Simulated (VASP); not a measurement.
Input for VASP

**KPOINTS**
```
Automatic
0
G
9 9 9
0 0 0
```

**INCAR**
```
# general
SYSTEM=SiC
PREC  =Accurate
ENCUT =520
LREAL =.False.
LASPH =.True.

# electronic loop
EDIFF =1E-6
NELM  =100   # most electronic steps
ALGO  =Normal   # blocked Davidson

# smearing
ISMEAR=0
SIGMA =0.05

# functional
GGA   =PS   # PBEsol

# ions
IBRION=2   # conjugate gradients
NSW   =60   # most ionic steps
ISIF  =3   # ions, shape and volume
EDIFFG=-0.01

# output
LWAVE =.False.
LCHARG=.False.
```

### POSCAR
```
SiC
1
    0.0000000000     2.1800000000     2.1800000000
    2.1800000000     0.0000000000     2.1800000000
    2.1800000000     2.1800000000     0.0000000000
Si C
1 1
Direct
  0.0000000000   0.0000000000   0.0000000000
  0.2500000000   0.2500000000   0.2500000000
```

POTCAR, in this order: Si C (PBE.64 set). Program: vasp_std.

Q: Translate this PBEsol calculation to Quantum ESPRESSO's pw.x.

A: One equivalent input (not run):
```
&CONTROL
  calculation = 'vc-relax'
  pseudo_dir = './pseudo'
  outdir = './out'
  tprnfor = .true.
  tstress = .true.
  nstep = 60
  forc_conv_thr = 0.00039
/
&SYSTEM
  ibrav = 0
  nat = 2
  ntyp = 2
  ecutwfc = 82
  occupations = 'smearing'
  smearing = 'gaussian'
  degauss = 0.003675
  input_dft = 'pbesol'
/
&ELECTRONS
  conv_thr = 7.3e-08
  electron_maxstep = 100
/
&IONS
/
&CELL
/
ATOMIC_SPECIES
  Si 28.085 Si.upf
  C 12.011 C.upf
CELL_PARAMETERS angstrom
     0.0000000    2.1800000    2.1800000
     2.1800000    0.0000000    2.1800000
     2.1800000    2.1800000    0.0000000
ATOMIC_POSITIONS crystal
  Si   0.0000000  0.0000000  0.0000000
  C    0.2500000  0.2500000  0.2500000
K_POINTS automatic
  9 9 9 0 0 0
```
What does not carry over: the potentials are each code's own (VASP's PAW set, PseudoDojo norm-conserving files in pw.x), so ENCUT and ecutwfc are chosen apart and not converted; conv_thr bounds pw.x's estimated SCF error, while EDIFF bounds the energy change between steps; forc_conv_thr acts on force components and is met together with etot_conv_thr.

The compound is SiC in the zinc blende structure. The cell was not relaxed at this level.
